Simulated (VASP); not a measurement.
The input files of a VASP run:

### KPOINTS
```
Automatic mesh
0
Gamma
 17 17 17
```

File POSCAR:
```
Al
1
   -0.0000000000     2.0266889392     2.0266889392
    2.0266889392    -0.0000000000     2.0266889392
    2.0266889392     2.0266889392    -0.0000000000
Al
1
Direct
  0.0000000000   0.0000000000   0.0000000000
```

**INCAR**
```
ALGO=Normal
EDIFF=1E-7
ENCUT=520
GGA=RE
ISIF=2
ISMEAR=-5
LASPH=.TRUE.
LCHARG=.TRUE.
LORBIT=11
LREAL=.FALSE.
LWAVE=.FALSE.
NEDOS=601
NELM=100
PREC=Accurate
SYSTEM=Al
```

POTCAR, in this order: Al (PBE.64 set). Program: vasp_std.

### Question
Write an equivalent input for Quantum ESPRESSO's pw.x.

### Answer
One equivalent input (not run):
```
&CONTROL
  calculation = 'scf'
  pseudo_dir = './pseudo'
  outdir = './out'
  tprnfor = .true.
  tstress = .true.
/
&SYSTEM
  ibrav = 0
  nat = 1
  ntyp = 1
  ecutwfc = 40
  occupations = 'tetrahedra'
  input_dft = 'revpbe'
/
&ELECTRONS
  conv_thr = 7.3e-09
  electron_maxstep = 100
/
ATOMIC_SPECIES
  Al 26.982 Al.upf
CELL_PARAMETERS angstrom
    -0.0000000    2.0266889    2.0266889
     2.0266889   -0.0000000    2.0266889
     2.0266889    2.0266889   -0.0000000
ATOMIC_POSITIONS crystal
  Al   0.0000000  0.0000000  0.0000000
K_POINTS automatic
  17 17 17 0 0 0
```
What does not carry over: the potentials are each code's own (VASP's PAW set, PseudoDojo norm-conserving files in pw.x), so ENCUT and ecutwfc are chosen apart and not converted; conv_thr bounds pw.x's estimated SCF error, while EDIFF bounds the energy change between steps.

The compound is Al in the fcc structure. It was relaxed first.
